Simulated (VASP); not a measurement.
Consider the following.

```xyz
2
Lattice="0.0000 2.4211 2.4211 2.4211 0.0000 2.4211 2.4211 2.4211 0.0000" Properties=species:S:1:pos:R:3 pbc="T T T"
Mg     0.0000     0.0000     0.0000
S      2.4211     2.4211     2.4211
```

Computed with LDA (Ceperley-Alder, Perdew-Zunger), VASP's LDA PAW potentials (set 64) (plane waves; VASP). Settings: 500 eV cut-off, 9×9×9 Γ-centred mesh, Gaussian smearing of 0.050 eV, potentials Mg S.

Energy and stress use the plane-wave basis of the starting cell.

**Question.** The ions, cell shape and volume at an external pressure of 30.0 GPa are relaxed. Give the cell that the relaxation ends in.

**Answer.** 
```xyz
2
Lattice="0.0000 2.3764 2.3764 2.3764 0.0000 2.3764 2.3764 2.3764 0.0000" Properties=species:S:1:pos:R:3 pbc="T T T"
Mg     0.0000     0.0000     0.0000
S      2.3764     2.3764     2.3764
```
Space group Fm-3m (225), at a tolerance of 0.03 Å.

**Question.** How do energy and volume change from the first to the last step?

**Answer.** The energy (σ→0) changes by +118.6 meV/atom and the volume by -5.4 %, in 3 ionic steps.

| step | E(σ→0) (eV) | max force (eV/Å) | pressure (GPa) | volume (Å³) |
|---|---|---|---|---|
| 1 | -9.3161 | 0.000 | 19.85 | 28.38 |
| 2 | -8.6070 | 0.000 | 47.04 | 24.85 |
| 3 | -9.0788 | 0.000 | 29.78 | 26.84 |

The compound is MgS in the rock salt structure. This run relaxes it under an external pressure of 30 GPa. Symmetry was kept, so distortions that lower it aren't found.
